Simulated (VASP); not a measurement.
A run of VASP 6.6.1:

Contents of INCAR:

```
PREC = Accurate ; ENCUT = 520
EDIFF = 1E-7 ; ISMEAR = -1
SIGMA = 0.05 ; LREAL = F
LASPH = T ; NELM = 80
ALGO = Normal ; ISIF = 2
LWAVE = F ; LCHARG = F
LDIPOL = T ; IDIPOL = 3
DIPOL = 0.5 0.5 0.500 ; GGA = PE
NBANDS = 57
```

Contents of KPOINTS:

```
Automatic mesh
0
Gamma
  9 9 1
```

POSCAR

```
Zr6C5
1.0
    3.3236988564      0.0000000000      0.0000000000
   -1.6618494282      2.8784076442      0.0000000000
    0.0000000000      0.0000000000     28.5689437615
Zr C
6 5
Direct
    0.3333333333      0.6666666667      0.2625228312
    0.0000000000      0.0000000000      0.3575136987
    0.6666666667      0.3333333333      0.4525045662
    0.3333333333      0.6666666667      0.5474954338
    0.0000000000      0.0000000000      0.6424863013
    0.6666666667      0.3333333333      0.7374771688
    0.6666666667      0.3333333333      0.3100182649
    0.3333333333      0.6666666667      0.4050091325
    0.0000000000      0.0000000000      0.5000000000
    0.6666666667      0.3333333333      0.5949908675
    0.3333333333      0.6666666667      0.6899817351
```

Potentials or basis: VASP PAW PBE potentials, release 64 (Zr_sv, C).

Command:

```console
$ cat potpaw_PBE.64/Zr_sv/POTCAR potpaw_PBE.64/C/POTCAR > POTCAR
$ mpirun -np 1 vasp_std > vasp.out
```

Hardware: 1 thread of Intel(R) Xeon(R) Platinum 8488C (Sapphire Rapids), on a shared host.

Task: How long does it take, and how much memory?

Result: It took 5.8 min on 1 thread of Intel(R) Xeon(R) Platinum 8488C (Sapphire Rapids) (shared host), peak memory 0.46 GiB. Counts: scf iterations 30, k points 12.
